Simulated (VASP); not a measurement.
Energy against volume of NiAl (CsCl type). These are AM05 GGA, VASP's PBE PAW potentials (set 64) (plane waves; VASP) values and carry that method's errors.

```json
[
 {"V (Å³/atom)": "11.036", "E (eV/atom)": "-5.61651"},
 {"V (Å³/atom)": "11.388", "E (eV/atom)": "-5.63505"},
 {"V (Å³/atom)": "11.740", "E (eV/atom)": "-5.64027"},
 {"V (Å³/atom)": "12.093", "E (eV/atom)": "-5.63413"},
 {"V (Å³/atom)": "12.445", "E (eV/atom)": "-5.61830"}
]
```

Fit a third-order Birch-Murnaghan equation of state.

| Item | Value |
|---|---|
| volume per atom | 11.72 Å³/atom |
| bulk modulus | 173 GPa |
| pressure derivative of the bulk modulus | 4.30 |
| lattice constant a | 2.862 Å |

Measured: bulk modulus 156 GPa (computed value off by +11.1 %), as given by Yamada et al., (2019), arXiv:1910.09660; a 2.882 Å at 0 K (computed value off by -0.7 %), as given by H. Levämäki et al., Physical Review B (2014), arXiv:1402.3671 [extrapolated to 0 K, zero-point anharmonic expansion removed (Haas, Tran, Blaha 2009)]. The calculation is for a static lattice, while the measured bulk modulus holds thermal and zero-point effects, which are part of the difference.

The compound is NiAl in the CsCl type structure. It was relaxed first. The run is not spin-polarised, so no magnetic state was tried.
